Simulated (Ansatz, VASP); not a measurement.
# Cross-check of Zn2CoS2O between VASP and Ansatz

One calculation is typed for both programs; each brings its own data sets. How far apart do they land? The cell is taken from a series of runs on this material, whose earlier steps may have relaxed, scaled, displaced or heated it; both programs get it as it stands.

Program: Ansatz 0.2.0. Level of theory: plane waves, with VASP 6.6.1 beside it; relaxation of cell and atoms at PBEsol. Results are calculated unless marked as measured.

## Step 1: The structure

The structure is trigonal, space group P3m1 (No. 156). Conventional cell: a = 3.561 Å, b = 3.561 Å, c = 8.891 Å, α = 90.00°, β = 90.00°, γ = 120.00°. Nearest to Zn lie 1 O at 2.16 Å and 3 S at 2.25 Å. Nearest to Zn lie 4 S at 2.18 to 2.23 Å. Nearest to Co lie 3 O at 2.15 Å and 1 S at 2.25 Å. S has 4 Zn at 2.23 to 2.25 Å nearest. S has 3 Zn at 2.18 Å and 1 Co at 2.25 Å nearest. O has 3 Co at 2.15 Å and 1 Zn at 2.16 Å nearest. Farther neighbours and most contacts between anions are not listed.

As a file:

```cif
data_structure
_symmetry_space_group_name_H-M 'P3m1'
_symmetry_Int_Tables_number 156
_cell_length_a 3.5610
_cell_length_b 3.5610
_cell_length_c 8.8910
_cell_angle_alpha 90.000
_cell_angle_beta 90.000
_cell_angle_gamma 120.000
_cell_volume 97.64
loop_
_atom_site_label
_atom_site_type_symbol
_atom_site_symmetry_multiplicity
_atom_site_Wyckoff_symbol
_atom_site_fract_x
_atom_site_fract_y
_atom_site_fract_z
_atom_site_occupancy
Zn1 Zn 1 b 0.33333 0.66667 0.67910 1
Zn2 Zn 1 c 0.66667 0.33333 0.32530 1
Co1 Co 1 a 0.00000 0.00000 0.99080 1
S1 S 1 c 0.66667 0.33333 0.57660 1
S2 S 1 a 0.00000 0.00000 0.24400 1
O1 O 1 b 0.33333 0.66667 0.92190 1
```

## Step 2: Ansatz: relaxation of cell and atoms, PBEsol

Ansatz runs on its PAW soft_1 files.

The relaxed volume is the usual yardstick between codes: in a stiff, nearly cubic crystal its relative difference is about their pressure difference at one cell divided by the bulk modulus.

File input.yaml:

```yaml
crystal:
  lattice:
    - [3.561, 0.0, 0.0]
    - [-1.7805, 3.083916463, 0.0]
    - [0.0, 0.0, 8.891]
  atoms:
    - { symbol: Zn, position: [0.333333333, 0.666666667, 0.6791] }
    - { symbol: Zn, position: [0.666666667, 0.333333333, 0.3253] }
    - { symbol: Co, position: [0.0, 0.0, 0.9908], spin: 2.0 }
    - { symbol: S, position: [0.666666667, 0.333333333, 0.5766] }
    - { symbol: S, position: [0.0, 0.0, 0.244] }
    - { symbol: O, position: [0.333333333, 0.666666667, 0.9219] }
magnetization:
  spin_polarized: true
kpoints:
  mp_grid: { grid: [9, 9, 3] }
scf:
  occupations: { method: fermi_dirac, width: 0.05 }
hamiltonian:
  xc: pbesol
  pseudopotentials: { kind: paw, azcp: { folder: soft_1 }, xc_functional: pbe }
relax:
  f_tol: 0.015
  max_steps: 70
  cell: {}
output:
  forces: true
  stress: true
```

Launch:

```console
$ ansatz run input.yaml --threads 4 --pin off --max-ram 10240MiB --backend cpu --events-out ev --progress --plain --runs-dir out
```

Numbers of over 12 decimals in the logs are rounded to 6 here.

The program printed:

```text
Engine: ansatz 0.2.0, aarch64-unknown-linux-gnu
Pseudopotentials: kind: paw
Pseudopotential: Zn, paw, valence charge 12, recommended cutoff 420 eV (normal), soft_1/Zn.paw.azcp
Pseudopotential: Co, paw, valence charge 17, recommended cutoff 420 eV (normal), soft_1/Co.paw.azcp
Pseudopotential: S, paw, valence charge 6, recommended cutoff 420 eV (normal), soft_1/S.paw.azcp
Pseudopotential: O, paw, valence charge 6, recommended cutoff 420 eV (normal), soft_1/O.paw.azcp
Functional definition: PBEsol
  exchange = pbesol_x
  correlation = pbesol_c
Crystal: 6 atoms, lattice volume = 97.639 Å³
Basis set: ecut = 420 eV, 1847 PW (Γ), exchange–correlation on 48×48×120 points (8 copies of the dense FFT grid, shifted against one another)
Bands: 37, of which v1, the nominal top of the filled ones, is band 30 counted from 1 (29 counted from 0)
Symmetry: 6 space group operations
Space group: P3m1 (ITA 156), of the structure as read, at distance tolerance 4.6e-5 Å
Magnetic group: BNS 156.49 (UNI 1279), of the structure as read, at distance tolerance 4.6e-5 Å
k-points: 31 of 243 (time reversal used)
Non-local potential: Zn, projectors of the file, l = 0: 2, l = 1: 2, l = 2: 3, l = 3: 1
Non-local potential: Co, projectors of the file, l = 0: 3, l = 1: 2, l = 2: 3, l = 3: 1
Non-local potential: S, projectors of the file, l = 0: 2, l = 1: 2, l = 2: 1
Non-local potential: O, projectors of the file, l = 0: 2, l = 1: 2, l = 2: 1
PAW form: soft (Blöchl's): semilocal exchange-correlation on the pseudo side does not see the compensation charge
PAW frozen core: Zn, regenerated for the run's functional, and the local potential with it (the file was generated under x = pbe(κ = 0.804, μ = 0.219515), c = pbe(β = 0.066725))
PAW frozen core: Co, regenerated for the run's functional, and the local potential with it (the file was generated under x = pbe(κ = 0.804, μ = 0.219515), c = pbe(β = 0.066725))
PAW frozen core: S, regenerated for the run's functional, and the local potential with it (the file was generated under x = pbe(κ = 0.804, μ = 0.219515), c = pbe(β = 0.066725))
PAW frozen core: O, regenerated for the run's functional, and the local potential with it (the file was generated under x = pbe(κ = 0.804, μ = 0.219515), c = pbe(β = 0.066725))
PAW one-centre angular grid: Zn, 590 points (default); XC on 64 Gauss nodes
PAW one-centre angular grid: Co, 590 points (default); XC on 64 Gauss nodes
PAW one-centre angular grid: S, 110 points (default); XC on 64 Gauss nodes
PAW one-centre angular grid: O, 110 points (default); XC on 64 Gauss nodes
Initial density: superposition of atomic densities (chi_scale 0.1, normalization cell, long waves 96 % of neutral atoms (reshape's long-wave potential 1.96 eV rms, cloud 1.92 Å wide))
Starting moments: Σ|m| = 2 μB on 1 of 6 sites
Initial wavefunctions: pseudopotential atomic-orbital guess
Functional: x = pbesol(κ = 0.804, μ = 0.123457), c = pbesol(β = 0.046)
SCF iter   1: F=—  HF=-13986.258782 eV  |F-HF|=—  |Δ(HF+E_count)|=         —  Δρ=5.64e-2 (↑5.61e-2 ↓5.64e-2)  dr2=1.16e1  dr2_m=2.35e-1  M=2.435 μB ∫|m|=2.440 μB  β_m=0.30  ethr=3.10e-3  ⟨swp⟩=7.3  Hψ=11142  notcnv=0
Mixer restart at iter 1: flushing history
preconditioner: auto → Kerker (q_TF=auto, 2.509 Å⁻¹)  [metal: Δε(μ)=0.034 eV  Ē_g=10.136 eV  σ=0.050 eV  W_gap=0.17  n_scr=36 (ndim 8)  ℏωp=26.8 eV  f_vac=0.004  D(μ)=2.66/eV (n_scr^D=24)]
spin=Collinear: Kerker preconditioning applied to the charge; magnetization (m = ρ↑ − ρ↓) channel mixes plain (no charge-response kernel on spin).
SCF iter   2: F=—  HF=-13985.871983 eV  |F-HF|=—  |Δ(HF+E_count)|=   3.87e-1  Δρ=2.87e-2 (↑2.83e-2 ↓2.87e-2)  dr2=1.64e0  dr2_m=4.51e-1  M=2.760 μB ∫|m|=2.762 μB  β_m=0.37  ethr=3.10e-3  ⟨swp⟩=2.9  Hψ=4896  notcnv=0  defer=102
SCF iter   3: F=—  HF=-13985.965518 eV  |F-HF|=—  |Δ(HF+E_count)|=   9.35e-2  Δρ=2.45e-2 (↑2.45e-2 ↓1.86e-2)  dr2=7.05e-1  dr2_m=3.06e-1  M=2.940 μB ∫|m|=2.943 μB  β_m=0.41  ethr=2.78e-3  ⟨swp⟩=2.1  Hψ=3108  notcnv=0  defer=97
SCF iter   4: F=—  HF=-13986.108719 eV  |F-HF|=—  |Δ(HF+E_count)|=   1.43e-1  Δρ=1.40e-2 (↑5.46e-3 ↓1.40e-2)  dr2=3.16e-1  dr2_m=2.73e-2  M=3.000 μB ∫|m|=3.009 μB  β_m=0.50  ethr=1.20e-3  ⟨swp⟩=2.6  Hψ=4123  notcnv=0  defer=99
SCF iter   5: F=—  HF=-13986.021787 eV  |F-HF|=—  |Δ(HF+E_count)|=   8.69e-2  Δρ=6.04e-3 (↑6.04e-3 ↓3.75e-3)  dr2=6.61e-2  dr2_m=1.26e-2  M=3.000 μB ∫|m|=3.013 μB  β_m=0.75  ethr=5.36e-4  ⟨swp⟩=2.7  Hψ=3717  notcnv=0  defer=102
SCF iter   6: F=—  HF=-13986.044530 eV  |F-HF|=—  |Δ(HF+E_count)|=         —  Δρ=3.24e-3 (↑1.30e-3 ↓3.24e-3)  dr2=4.26e-2  dr2_m=1.90e-3  M=3.000 μB ∫|m|=3.011 μB  β_m=0.75  ethr=1.12e-4  ⟨swp⟩=1.8  Hψ=2564  notcnv=0  defer=102
Mixer restart at iter 6: flushing history
[...]
SCF iter   2: F=—  HF=-13986.436690 eV  |F-HF|=—  |Δ(HF+E_count)|=   2.44e-4  Δρ=3.90e-4 (↑2.58e-4 ↓3.90e-4)  dr2=1.12e-4  dr2_m=6.69e-5  M=2.996 μB ∫|m|=3.006 μB  β_m=0.64  ethr=6.10e-7  ⟨swp⟩=2.1  Hψ=3453  notcnv=0
SCF iter   3: F=—  HF=-13986.436755 eV  |F-HF|=—  |Δ(HF+E_count)|=   6.42e-5  Δρ=1.37e-4 (↑1.37e-4 ↓5.89e-5)  dr2=2.62e-5  dr2_m=3.36e-6  M=2.996 μB ∫|m|=3.006 μB  β_m=0.57  ethr=1.90e-7  ⟨swp⟩=2.0  Hψ=4141  notcnv=0
[...]
preconditioner: auto → Kerker (q_TF=auto, 2.315 Å⁻¹)  [metal: Δε(μ)=0.013 eV  Ē_g=10.134 eV  σ=0.050 eV  W_gap=0.07  n_scr=24 (ndim 8)  ℏωp=26.9 eV  f_vac=0.019  D(μ)=2.62/eV (n_scr^D=24)]
spin=Collinear: Kerker preconditioning applied to the charge; magnetization (m = ρ↑ − ρ↓) channel mixes plain (no charge-response kernel on spin).
[...]
SCF iter   3: F=—  HF=-13986.436228 eV  |F-HF|=—  |Δ(HF+E_count)|=   1.32e-7  Δρ=5.90e-6 (↑5.75e-6 ↓5.90e-6)  dr2=5.49e-8  dr2_m=1.18e-9  M=2.996 μB ∫|m|=3.007 μB  β_m=0.59  ethr=7.43e-10  ⟨swp⟩=2.0  Hψ=3430  notcnv=0
SCF iter   4: F=—  HF=-13986.436228 eV  |F-HF|=—  |Δ(HF+E_count)|=   3.95e-8  Δρ=2.76e-6 (↑1.76e-6 ↓2.76e-6)  dr2=2.80e-8  dr2_m=9.44e-10  M=2.996 μB ∫|m|=3.007 μB  β_m=0.63  ethr=9.30e-11  ⟨swp⟩=2.0  Hψ=3845  notcnv=0
SCF iter   5: F=—  HF=-13986.436228 eV  |F-HF|=—  |Δ(HF+E_count)|=   2.24e-9  Δρ=1.60e-6 (↑8.64e-7 ↓1.60e-6)  dr2=1.36e-8  dr2_m=5.39e-10  M=2.996 μB ∫|m|=3.007 μB  β_m=0.82  ethr=4.74e-11  ⟨swp⟩=2.1  Hψ=3035  notcnv=0
SCF iter   6: F=—  HF=-13986.436228 eV  |F-HF|=—  |Δ(HF+E_count)|=   1.40e-9  Δρ=1.15e-6 (↑7.69e-7 ↓1.15e-6)  dr2=5.11e-9  dr2_m=1.13e-10  M=2.996 μB ∫|m|=3.007 μB  β_m=0.78  ethr=2.31e-11  ⟨swp⟩=2.5  Hψ=3805  notcnv=0
SCF iter   7: F=—  HF=-13986.436228 eV  |F-HF|=—  |Δ(HF+E_count)|=   4.51e-9  Δρ=9.23e-7 (↑9.07e-7 ↓9.23e-7)  dr2=1.82e-9  dr2_m=6.45e-11  M=2.996 μB ∫|m|=3.007 μB  β_m=0.72  ethr=8.67e-12  ⟨swp⟩=2.0  Hψ=4141  notcnv=0
SCF iter   8: F=—  HF=-13986.436228 eV  |F-HF|=—  |Δ(HF+E_count)|=  2.33e-10  Δρ=4.39e-7 (↑1.84e-7 ↓4.39e-7)  dr2=3.20e-10  dr2_m=2.47e-11  M=2.996 μB ∫|m|=3.007 μB  β_m=0.86  ethr=3.08e-12  ⟨swp⟩=2.0  Hψ=4053  notcnv=0
SCF iter   9: F=—  HF=-13986.436228 eV  |F-HF|=—  |Δ(HF+E_count)|=  2.02e-10  Δρ=2.47e-7 (↑1.95e-7 ↓2.47e-7)  dr2=1.50e-10  dr2_m=8.79e-12  M=2.996 μB ∫|m|=3.007 μB  β_m=0.83  ethr=1.00e-12  ⟨swp⟩=2.0  Hψ=3630  notcnv=0
SCF iter  10: F=—  HF=-13986.436228 eV  |F-HF|=—  |Δ(HF+E_count)|=  7.28e-12  Δρ=1.79e-7 (↑1.17e-7 ↓1.79e-7)  dr2=1.03e-10  dr2_m=2.15e-12  M=2.996 μB ∫|m|=3.007 μB  β_m=0.76  ethr=1.00e-12  ⟨swp⟩=2.0  Hψ=2914  notcnv=0
SCF iter  11: F=—  HF=-13986.436228 eV  |F-HF|=—  |Δ(HF+E_count)|=  1.82e-11  Δρ=3.64e-8 (↑3.19e-8 ↓3.64e-8)  dr2=2.13e-11  dr2_m=5.19e-14  M=2.996 μB ∫|m|=3.007 μB  β_m=0.83  ethr=1.00e-12  ⟨swp⟩=1.2  Hψ=2350  notcnv=0
SCF iter  12: F=-13986.436228 eV  HF=-13986.436228 eV  |F-HF|=1.46e-11  |Δ(HF+E_count)|=    0.00e0  Δρ=1.06e-7 (↑4.00e-8 ↓1.06e-7)  dr2=1.31e-11  dr2_m=1.77e-12  M=2.996 μB ∫|m|=3.007 μB  ethr=1.00e-12  ⟨swp⟩=3.0  Hψ=7822  notcnv=0
SCF 6 converged in 12 iterations: F = -13986.436228 eV  dr2 = 1.31e-11
relax step   6: F+E_penalty+E_count = -13986.43622811 eV  Δ(F+E_penalty+E_count) = +5.155e-4 eV  max|allowed force component| = 4.730e-3 eV/Å  Δτ_max = 0.0000 Å  P = +0.004 GPa  Ω = 97.105 Å³  stress off target by 8.34e-3 GPa  SCF on the basis re-selected at this cell (its energy is not comparable with the rows above)  (12 SCF iters)
basis re-selected at this cell: Δ(F+E_penalty+E_count) = +5.155e-4 eV, ΔP = +0.000 GPa vs the last step (what re-selecting the basis moved, of the pressure what is left beyond the Pulay correction that the steps carried, after the strain that the cell walked since its last selection, with what the two solves' SCF thresholds leave and, on support functions, any second-order correction that the steps lacked; it is no m [...]
SCF converged after 12 iterations
Magnetization: 2.9959 μB (30.9980 up, 28.0020 down)
Absolute magnetization: 3.0069 μB (∫|ρ↑−ρ↓|, with the PAW one-centre terms)
Spin contamination: 0.0112 ħ² per cell (⟨S²⟩ above its minimum at these occupations)
Per-site moments (μB) at R_I (Å): [(0.012320, 0.801946), (0.015168, 0.933460), (2.338108, 0.871332), (0.021337, 0.933282), (0.077324, 0.921867), (0.228220, 0.801946)]
Free energy (F): -13986.436228 eV
Harris-Foulkes:  -13986.436228 eV  (|F-HF|=1.46e-11)
Internal energy: -13986.413918 eV  (E = F + TS)
E sigma→0 (E₀):  -13986.425073 eV
Entropy (-TS):   -0.022311 eV (-3.718 meV/atom)
Fermi energy:    7.778994 eV
--- Per-component energies (eV) ---
  E_band       = -377.501733
  E_kinetic    = 963.694095
  E_local      = -8990.010609  (includes V_loc(G=0)·N_el)
  E_nonlocal   = 2205.042055
  E_hartree    = 3688.319850
  E_xc         = -491.625286
  E_vxc        = -473.917287  (∫ρ·V_xc dr)
  E_paw        = -6602.827460  (= ΣΔE_a)
  E_vpaw       = -1458.949829  (= ΣTr[D̂ρ^β])
  E_aug_tail   = 0.000194  (compensation charges beyond the density's cutoff)
  E_ewald      = -4760.949074
  E_core_change = 1.942318  (= ΣΔE_core)
  E_smearing   = -0.022311  (= −TS)
  E_closure    = 0.000000  (closes the sum)
  Σ components = -13986.436228   (vs F -13986.436228, Δ=0.00e0)
--- Forces (eV/Å), atoms counted from 1 ---
  atom   1  Zn     0.00000000    -0.00000000    -0.00276820
  atom   2  Zn     0.00000000    -0.00000000    -0.00059577
  atom   3  Co    -0.00000000    -0.00000000     0.00339489
  atom   4  S      0.00000000     0.00000000     0.00472961
  atom   5  S      0.00000000     0.00000000    -0.00198923
  atom   6  O      0.00000000     0.00000000    -0.00277158
  max |Σ_I F_I| component: 2.77e-7 eV/Å
--- Stress (GPa, compression-positive) ---
        0.008339       0.000000       0.000000
        0.000000       0.008339      -0.000000
        0.000000      -0.000000      -0.004625
  P = ⅓ Tr σ = 0.0040 GPa (0.040 kbar)
--- Relaxed structure (5 steps of the walk, 5 accepted, 1 SCFs on fresh bases) ---
  F+E_penalty+E_count = -13986.43622811 eV   max|allowed force component| = 4.730e-3 eV/Å   (the final SCF, on the basis selected at the relaxed cell)
  cell:  # Å, volume = 97.1048 Å³
    - [3.574761, 0, -1.2194354866768042e-18]
    - [-1.787381, 3.095834, 6.097177433384056e-19]
    - [-3.044650635166015e-18, 0, 8.774369]
  atoms:
    - { symbol: Zn, position: [0.333333, 0.666667, 0.698025] }
    - { symbol: Zn, position: [0.666667, 0.333333, 0.331311] }
    - { symbol: Co, position: [-1.8437041824855924e-18, 0, 0.970846] }
    - { symbol: S, position: [0.666667, 0.333333, 0.592380] }
    - { symbol: S, position: [-1.7051262852584103e-18, 0, 0.225546] }
    - { symbol: O, position: [0.333333, 0.666667, 0.919592] }
```

Reading the cycles: dr2 is the Hartree energy of the density residual (eV), the measure of convergence; HF is the Harris–Foulkes estimate of the energy, which meets the free energy F at convergence.

[end of part 1 of 2]

[Lines on the potential files, build, host, timing and source positions are cut from VASP's logs without a mark.]

[Logs are printed without paths, hosts, clocks, repeated set-up lines and the standing remarks that a program may print on its own settings, such as how far it seeks lower states.]

[Hosts, paths, dates, database ids (printed as entryN), source tags and the programs' standing remarks are cut or masked in the printed files.]
